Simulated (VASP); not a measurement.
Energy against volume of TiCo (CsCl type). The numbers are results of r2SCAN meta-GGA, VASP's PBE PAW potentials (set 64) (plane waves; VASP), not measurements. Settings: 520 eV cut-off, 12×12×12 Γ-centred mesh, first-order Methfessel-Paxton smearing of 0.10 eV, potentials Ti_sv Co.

```tsv
V (Å³/atom)	E (eV/atom)
12.491	-13.34766
12.877	-13.35466
13.264	-13.34788
13.650	-13.32925
```

Question: Fit these four points and predict the energy of the run at 12.105 Å³/atom.

Answer: A cubic in V^(−2/3), the third-order Birch-Murnaghan form, passes through the four points with V0 = 12.87 Å³/atom and B0 = 190 GPa, and gives -13.3247 eV/atom there. The run gave -13.3246 eV/atom, +0.1 meV/atom from the fit; all five points give B0 = 191 GPa.

The compound is TiCo in the CsCl type structure. It was relaxed first. The run is not spin-polarised, so no magnetic state was tried.
